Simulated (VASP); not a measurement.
Consider the following.

```
Hf
1.0
    1.59500    -2.76262     0.00000
    1.59500     2.76262     0.00000
    0.00000     0.00000     5.05000
Hf
2
Direct
  0.33333   0.66667   0.25000
  0.66667   0.33333   0.75000
```

Computed with vdW-DF2, VASP's PBE PAW potentials (set 64) (plane waves; VASP 6.6.1). Settings: 520 eV cut-off, 12×12×7 Γ-centred mesh, first-order Methfessel-Paxton smearing of 0.10 eV, potentials Hf_pv.

Energy and stress use the plane-wave basis of the starting cell.

Q: The ions, cell shape and volume are relaxed. Which structure does the run end with?

A: 
```
Hf
1.0
    1.62433    -2.81342     0.00000
    1.62433     2.81342     0.00000
    0.00000     0.00000     5.13784
Hf
2
Direct
  0.33333   0.66667   0.25000
  0.66667   0.33333   0.75000
```
Space group P6_3/mmc (194), at a tolerance of 0.03 Å.

Q: How do energy and volume change from the first to the last step?

A: The energy (σ→0) changes by -23.2 meV/atom and the volume by +5.5 %, in 5 ionic steps.

| step | E(σ→0) (eV) | max force (eV/Å) | pressure (GPa) | volume (Å³) |
|---|---|---|---|---|
| 1 | -13.1267 | 0.000 | 6.26 | 44.50 |
| 2 | -13.1021 | 0.000 | -6.40 | 50.34 |
| 3 | -13.1730 | 0.000 | -0.08 | 47.01 |
| 4 | -13.1731 | 0.000 | 0.02 | 46.96 |
| 5 | -13.1731 | 0.000 | 0.03 | 46.96 |

The compound is Hf in the hcp structure. This run relaxes it. Symmetry was kept, so distortions that lower it aren't found.
